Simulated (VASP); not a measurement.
Ir:

```
CELL_PARAMETERS angstrom
0.00000 1.91560 1.91560
1.91560 0.00000 1.91560
1.91560 1.91560 0.00000
ATOMIC_POSITIONS crystal
Ir 0.00000 0.00000 0.00000
```

- Program: VASP 6.6.1
- Task: relaxation of cell and atoms
- Functional: PBE
- Potentials or basis: VASP PAW PBE potentials, release 64 (Ir)
- Cutoff: 300 eV
- k mesh: 8 × 8 × 8
- Occupations: methfessel-paxton, width 0.1 eV
- Spin: no spin polarisation

At the start: pressure 12.7 GPa; volume 14.06 Å³/atom.

Q: How do energy, volume and symmetry change on relaxing?

A: Over 4 steps the energy falls by 18.1 meV/atom and the volume is 14.53 Å³/atom (+3.4 %); space group Fm-3m (No. 225, to 0.05 Å).

Step by step:
| step | energy change (eV) | largest force (eV/Å) | pressure (GPa) | volume (Å³) |
| --- | --- | --- | --- | --- |
| 1 | 0.0000 | 0.0000 | 12.67 | 14.06 |
| 2 | 0.1944 | 0.0000 | -31.18 | 16.45 |
| 3 | -0.0180 | 0.0000 | -0.64 | 14.56 |
| 4 | -0.0181 | 0.0000 | -0.07 | 14.53 |

Final structure:
```
Ir
1.0
     0.00000    1.93699    1.93699
     1.93699    0.00000    1.93699
     1.93699    1.93699    0.00000
Ir
1
Direct
  0.00000 0.00000 0.00000
```
